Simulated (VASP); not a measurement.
Computed with revPBE GGA, VASP's PBE PAW potentials (set 64) (plane waves; VASP 6.6.1).

VASP input:

POSCAR:
```
FeAl
1
    2.8837716842     0.0000000000     0.0000000000
    0.0000000000     2.8837716842     0.0000000000
    0.0000000000     0.0000000000     2.8837716842
Al Fe
1 1
Direct
  0.5000000000   0.5000000000   0.5000000000
  0.0000000000   0.0000000000   0.0000000000
```

INCAR:
```
SYSTEM = FeAl
PREC = Accurate; ENCUT = 520; LREAL = F
LASPH = T
EDIFF = 1E-7; NELM = 100; ALGO = Normal
LMAXMIX = 4
ISMEAR = -5
GGA = RE
ISIF = 2
LWAVE = F; LCHARG = T; LORBIT = 11
NEDOS = 601
```

KPOINTS:
```
K-points
0
gamma
  14 14 14
0 0 0
```

POTCAR, in this order: Al Fe (PBE.64 set). Program: vasp_std.

Output

OUTCAR:
```
 ion  position               nearest neighbor table
   1  0.500  0.500  0.500-   2 2.50   2 2.50   2 2.50   2 2.50   2 2.50   2 2.50   2 2.50   2 2.50
  LATTYP: Found a simple cubic cell.
 ALAT       =     2.8837716842
 Subroutine PRICEL returns:
 Original cell was already a primitive cell.
 Subroutine GETGRP returns: Found 48 space group operations
The static configuration has the point symmetry O_h .
The dynamic configuration has the point symmetry O_h .
 Subroutine INISYM returns: Found 48 space group operations
 Subroutine IBZKPT returns following result:
 Found    120 irreducible k-points:

 Following reciprocal coordinates:
            Coordinates               Weight
  0.000000  0.000000  0.000000      1.000000
  0.071429  0.000000  0.000000      6.000000
  0.142857  0.000000  0.000000      6.000000
  0.214286  0.000000  0.000000      6.000000
  0.285714  0.000000  0.000000      6.000000
  0.357143  0.000000  0.000000      6.000000
  0.428571  0.000000  0.000000      6.000000
  0.500000  0.000000  0.000000      3.000000
  0.071429  0.071429  0.000000     12.000000
  0.142857  0.071429  0.000000     24.000000
  0.214286  0.071429  0.000000     24.000000
  0.285714  0.071429  0.000000     24.000000
  0.357143  0.071429  0.000000     24.000000
  0.428571  0.071429  0.000000     24.000000
  0.500000  0.071429  0.000000     12.000000
  0.142857  0.142857  0.000000     12.000000
  0.214286  0.142857  0.000000     24.000000
  0.285714  0.142857  0.000000     24.000000
  0.357143  0.142857  0.000000     24.000000
  0.428571  0.142857  0.000000     24.000000
  0.500000  0.142857  0.000000     12.000000
  0.214286  0.214286  0.000000     12.000000
  0.285714  0.214286  0.000000     24.000000
  0.357143  0.214286  0.000000     24.000000
  0.428571  0.214286  0.000000     24.000000
  0.500000  0.214286  0.000000     12.000000
  0.285714  0.285714  0.000000     12.000000
  0.357143  0.285714  0.000000     24.000000
  0.428571  0.285714  0.000000     24.000000
  0.500000  0.285714  0.000000     12.000000
  0.357143  0.357143  0.000000     12.000000
  0.428571  0.357143  0.000000     24.000000
  0.500000  0.357143  0.000000     12.000000
  0.428571  0.428571  0.000000     12.000000
  0.500000  0.428571  0.000000     12.000000
  0.500000  0.500000  0.000000      3.000000
  0.071429  0.071429  0.071429      8.000000
  0.142857  0.071429  0.071429     24.000000
  0.214286  0.071429  0.071429     24.000000
  0.285714  0.071429  0.071429     24.000000
   k-points           NKPTS =    120   k-points in BZ     NKDIM =    120   number of bands    NBANDS=      9
   number of dos      NEDOS =    601   number of ions     NIONS =      2
   total plane-waves  NPLWV =  13824
   dimension x,y,z NGX =    24 NGY =   24 NGZ =   24
   dimension x,y,z NGXF=    48 NGYF=   48 NGZF=   48
   ions per type =               1   1
   PREC   = accura    normal or accurate (medium, high low for compatibility)
   ISTART =      0    job   : 0-new  1-cont  2-samecut
   ICHARG =      2    charge: 1-file 2-atom 10-const
   ISPIN  =      1    spin polarized calculation?
   LNONCOLLINEAR =      F non collinear calculations
   LSORBIT =      F    spin-orbit coupling
   INIWAV =      1    electr: 0-lowe 1-rand  2-diag
   ENCUT  =  520.0 eV  38.22 Ry    6.18 a.u.   5.36  5.36  5.36*2*pi/ulx,y,z
   NELM   =    100;   NELMIN=  2; NELMDL= -5     # of ELM steps
   EDIFF  = 0.1E-06   stopping-criterion for ELM
   LREAL  =      F    real-space projection
   NLSPLINE    = F    spline interpolate recip. space projectors
   LMAXMIX     =    4 max onsite mixed and CHGCAR
   VOSKOWN=      0    Vosko Wilk Nusair interpolation
...
```

### OSZICAR
```
       N       E                     dE             d eps       ncg     rms          rms(c)
DAV:   1     0.326701768453E+02    0.32670E+02   -0.50559E+03  2160   0.122E+03
DAV:   2    -0.126916468130E+02   -0.45362E+02   -0.44009E+02  2168   0.181E+02
DAV:   3    -0.138701552151E+02   -0.11785E+01   -0.11632E+01  2596   0.397E+01
DAV:   4    -0.138935148162E+02   -0.23360E-01   -0.23325E-01  2795   0.492E+00
DAV:   5    -0.138940065057E+02   -0.49169E-03   -0.49014E-03  2661   0.637E-01    0.137E+01
DAV:   6    -0.160292222720E+02   -0.21352E+01   -0.75503E+01  2483   0.135E+02    0.186E+01
DAV:   7    -0.120175468536E+02    0.40117E+01   -0.37824E+01  2436   0.841E+01    0.258E+00
DAV:   8    -0.119895321647E+02    0.28015E-01   -0.22044E-01  2375   0.576E+00    0.152E+00
DAV:   9    -0.119755749261E+02    0.13957E-01   -0.49954E-02  2638   0.341E+00    0.345E-01
DAV:  10    -0.119751896567E+02    0.38527E-03   -0.12529E-03  2998   0.503E-01    0.170E-01
DAV:  11    -0.119751670676E+02    0.22589E-04   -0.25462E-05  2323   0.500E-02    0.826E-03
DAV:  12    -0.119751671277E+02   -0.60097E-07   -0.45499E-06  3122   0.281E-02    0.535E-03
DAV:  13    -0.119751672288E+02   -0.10110E-06   -0.13657E-07  1211   0.445E-03    0.209E-03
DAV:  14    -0.119751673207E+02   -0.91947E-07   -0.69973E-08  1131   0.232E-03
   1 F= -.11975167E+02 E0= -.11975167E+02  d E =0.000000E+00
```

### OUTCAR
```
------------------------ aborting loop because EDIFF is reached ----------------------------------------
  FORCE on cell =-STRESS in cart. coord.  units (eV):
  Direction    XX          YY          ZZ          XY          YZ          ZX
  --------------------------------------------------------------------------------------
  Total        0.0003057      0.0003057      0.0003057     -0.0000000      0.0000000     -0.0000000
  in kB        0.0204228      0.0204228      0.0204228     -0.0000000      0.0000000     -0.0000000
  external PRESSURE =       0.0204228 kB  Pullay stress =       0.0000000 kB
  volume of cell :       23.98
      direct lattice vectors                 reciprocal lattice vectors
     2.883771684  0.000000000  0.000000000     0.346768090  0.000000000  0.000000000
     0.000000000  2.883771684  0.000000000     0.000000000  0.346768090  0.000000000
     0.000000000  0.000000000  2.883771684     0.000000000  0.000000000  0.346768090
 POSITION                                       TOTAL-FORCE (eV/Angst)
 -----------------------------------------------------------------------------------
      1.44189      1.44189      1.44189         0.000000      0.000000      0.000000
      0.00000      0.00000      0.00000         0.000000      0.000000      0.000000
 -----------------------------------------------------------------------------------
    total drift:                                0.000000      0.000000      0.000000
  FREE ENERGIE OF THE ION-ELECTRON SYSTEM (eV)
  ---------------------------------------------------
  free  energy   TOTEN  =       -11.9751673207 eV

  energy  without entropy=      -11.9751673207  energy(sigma->0) =      -11.97516732

 total charge

# of ion       s       p       d       tot
------------------------------------------
    1        0.400   0.432   0.000   0.833
    2        0.426   0.489   6.479   7.394
--------------------------------------------------
tot          0.826   0.922   6.479   8.227
```
(Selected blocks of OUTCAR.)

OUTCAR:
```
 val. band max:        7.8751402770   @ k =   0.0714   0.0714   0.0714

 cond. band min:       7.7566011027   @ k =   0.3571   0.3571   0.3571


 Fermi energy:         7.8543382538

 k-point     1 :       0.0000    0.0000    0.0000
  band No.  band energies     occupation
      1      -2.3511      2.00000
      2       5.7159      2.00000
      3       5.7159      2.00000
      4       8.0255      0.00000
      5       8.0255      0.00000
      6       8.0255      0.00000
      7      14.3336      0.00000
      8      14.3336      0.00000
      9      14.3336      0.00000

 k-point     2 :       0.0714    0.0000    0.0000
  band No.  band energies     occupation
      1      -2.2561      2.00000
      2       5.7035      2.00000
      3       5.7452      2.00000
      4       7.9654     -0.00414
      5       7.9654     -0.05531
      6       8.0316      0.00000
      7      13.5040      0.00000
      8      14.4739      0.00000
      9      14.4739      0.00000

 k-point     3 :       0.1429    0.0000    0.0000
  band No.  band energies     occupation
      1      -1.9727      2.00000
      2       5.6355      2.00000
      3       5.8287      2.00000
      4       7.8057      1.85796
      5       7.8057      1.72852
      6       8.0487      0.00000
      7      12.0844      0.00000
      8      14.8750      0.00000
      9      14.8750      0.00000

 k-point     4 :       0.2143    0.0000    0.0000
  band No.  band energies     occupation
      1      -1.5063      2.00000
      2       5.4153      2.00000
      3       5.9532      2.00000
      4       7.5939      2.00000
      5       7.5939      2.00000
      6       8.0736      0.00000
      7      10.7900      0.00000
      8      15.4927      0.00000
      9      15.4927      0.00000

 k-point     5 :       0.2857    0.0000    0.0000
  band No.  band energies     occupation
      1      -0.8664      2.00000
      2       4.9075      2.00000
      3       6.0974      2.00000
...
```

For a metal the tetrahedron method with Blöchl corrections gives inexact stress and forces.

The compound is FeAl in the CsCl type structure. It was relaxed first. The run is not spin-polarised, so no magnetic state was tried. The electron count is odd and the run is not spin-polarised, which forces a metal.
